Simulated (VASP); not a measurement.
Data:

```
CELL_PARAMETERS angstrom
      0.00000     2.60258     2.60258
      2.60258     0.00000     2.60258
      2.60258     2.60258     0.00000
ATOMIC_POSITIONS crystal
  Sr 0.00000 0.00000 0.00000
  O  0.50000 0.50000 0.50000
```

Method: PBE GGA, VASP's PBE PAW potentials (set 64) (plane waves; VASP). Numerical set-up: PREC = Normal, EDIFF = 1E-5, 450 eV cut-off, 10×10×10 Γ-centred mesh, Gaussian smearing of 0.050 eV, potentials Sr_sv O.

**Question.** Estimate the energy per atom (σ→0), band gap (on the k-mesh) with the smallest direct gap where there is one.

**Answer.** 
| Item | Value |
|---|---|
| band gap (on the k-mesh) | 3.28 eV |
| smallest direct gap (on the k-mesh) | 3.39 eV |
| energy per atom (σ→0) | -6029 meV/atom |

Total energies compare only between runs with the same potentials, cut-off and functional.

The compound is SrO in the rock salt structure. It was relaxed first.
